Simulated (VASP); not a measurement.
Calculation: PBE GGA, VASP's PBE PAW potentials (set 64) (plane waves; VASP).

The input files of a VASP run:

**POSCAR**
```
HfO2
1
    0.0000000000     2.5050600000     2.4654100000
    2.4912260000     0.0000000000     2.4654100000
    2.4912260000     2.5050600000     0.0000000000
Hf O
1 2
Direct
  0.0000000000   0.0000000000   0.0000000000
  0.2500000000   0.2500000000   0.2500000000
  0.7393630000   0.7606370000   0.7606370000
```

KPOINTS:
```
Automatic mesh
0
Gamma
13 13 13
0 0 0
```

### INCAR
```
ALGO=Normal
EDIFF=1E-6
ENCUT=520
GGA=PE
ISIF=2
ISMEAR=0
LASPH=.TRUE.
LCHARG=.FALSE.
LMAXMIX=6
LREAL=.FALSE.
LWAVE=.FALSE.
NELM=100
PREC=Accurate
SIGMA=0.05
SYSTEM=HfO2
```

POTCAR, in this order: Hf_pv O (PBE.64 set). Program: vasp_std.

### Question
What will the output report for the number of irreducible k-points (NKPTS), number of bands (NBANDS), largest plane-wave count, number of space-group operations, FFT grid (NGX, NGY, NGZ)?

### Answer

```yaml
number of irreducible k-points (NKPTS): 595
number of bands (NBANDS): 15
largest_plane_wave_count: 869
number_of_space_group_operations: 2
FFT grid (NGX, NGY, NGZ): 28 × 28 × 28
```

The compound is HfO2 in the fluorite structure, the high-temperature cubic form, which is unstable at 0 K; the monoclinic form is the stable one. The cell was not relaxed at this level, atoms are displaced from their ideal sites. The run is one of a series of settings (KPOINTS 13×13×13 Γ-centred mesh against the base run), some of them coarse on purpose.
